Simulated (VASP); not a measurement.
## TiRhC under changes of volume

One of the cells (16.956 Å³/atom); the others are scaled copies at fixed shape and fractional positions:

```
Ti Rh C
1.0
     3.52298    0.00000    0.00000
     0.00000    3.52298    0.00000
     0.00000    0.00000    4.09839
Ti Rh C
1 1 1
Direct
  0.50000 0.50000 0.00000
  0.00000 0.00000 0.00000
  0.50000 0.50000 0.50000
```

The cell was built by a generator and needn't be a form met in nature.

| Item | Value |
| --- | --- |
| Program | VASP 6.6.1 |
| Functional | PBE |
| Potentials or basis | VASP PAW PBE potentials, release 64 (Ti_sv, Rh_pv, C) |
| Cutoff | 520 eV |
| k mesh | 8 × 8 × 7 |
| Occupations | fermi-dirac, width 0.05 eV |
| Spin | no spin polarisation |

```csv
volume (Å³/atom),energy over the lowest point (meV/atom),pressure (GPa)
15.626,24.61,8.3
15.958,?,?
16.291,1.82,2.7
16.956,0.00,-1.8
17.288,5.73,-3.8
17.620,15.32,-5.5
```

Question: What does the run at 15.958 Å³/atom give?

Answer: Energy over the lowest point 10.32 meV/atom; pressure 5.4 GPa.

Worked out: A Birch-Murnaghan fit of order 3 (a polynomial in V^(-2/3)) to the other rows has its minimum at 16.68 Å³/atom with B0 = V·E''(V) = 112 GPa and B' = 4.0 at fixed shape and positions, which overstates the stiffness. It gives 10.34 meV/atom at 15.958 Å³/atom, against the run's 10.32, and -dE/dV = 5.4 GPa, against 5.4.

Energies are extrapolated to zero smearing.
